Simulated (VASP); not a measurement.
OSZICAR of a VASP run on GdN (rock salt):

**OSZICAR**
```
       N       E                     dE             d eps       ncg     rms          rms(c)
DAV:   1     0.482742805011E+02    0.48274E+02   -0.67867E+03  2090   0.117E+03
DAV:   2    -0.121133646465E+02   -0.60388E+02   -0.56193E+02  2905   0.235E+02
DAV:   3    -0.150596873345E+02   -0.29463E+01   -0.28834E+01  2733   0.424E+01
DAV:   4    -0.151000110805E+02   -0.40324E-01   -0.40245E-01  2700   0.459E+00
DAV:   5    -0.151006935665E+02   -0.68249E-03   -0.68231E-03  2771   0.474E-01    0.251E+01
DAV:   6    -0.126887825690E+02    0.24119E+01   -0.22566E+01  2464   0.280E+01    0.239E+01
DAV:   7    -0.124563812845E+02    0.23240E+00   -0.17946E+00  2431   0.857E+00    0.166E+01
DAV:   8    -0.124628626944E+02   -0.64814E-02   -0.19646E-01  2303   0.441E+00    0.677E+00
DAV:   9    -0.124536288039E+02    0.92339E-02   -0.30250E-02  2534   0.140E+00    0.428E-01
DAV:  10    -0.124540485589E+02   -0.41976E-03   -0.10925E-03  2866   0.262E-01    0.494E-01
DAV:  11    -0.124540246075E+02    0.23951E-04   -0.35548E-04  2622   0.127E-01    0.322E-02
DAV:  12    -0.124540260350E+02   -0.14275E-05   -0.12776E-05  2701   0.304E-02    0.266E-02
DAV:  13    -0.124540266596E+02   -0.62469E-06   -0.36949E-06  2474   0.153E-02
   1 F= -.12454027E+02 E0= -.12453989E+02  d E =-.761931E-04
```

Task: Which electronic solver shows in the log?

Result: It is blocked Davidson (ALGO = Normal, or the opening steps of other solvers). The INCAR had ALGO = Normal.

Task: Can the final energy be trusted as converged?

Result: Self-consistency was reached. It stopped with EDIFF = 1E-6, NELM = 100 (optB88-vdW, plane waves, VASP's PBE PAW potentials (set 64)). The 4f electrons are frozen in the core of the lanthanide potential, so 4f levels, which can set the real gap, and their magnetism are missing.

The compound is GdN in the rock salt structure. The cell was not relaxed at this level, atoms are displaced from their ideal sites. The run is one of a series of settings (AGGAC = 0.0, GGA = BO, LUSE_VDW = .TRUE., PARAM1 = 0.1833333333, PARAM2 = 0.22 against the base run), some of them coarse on purpose.
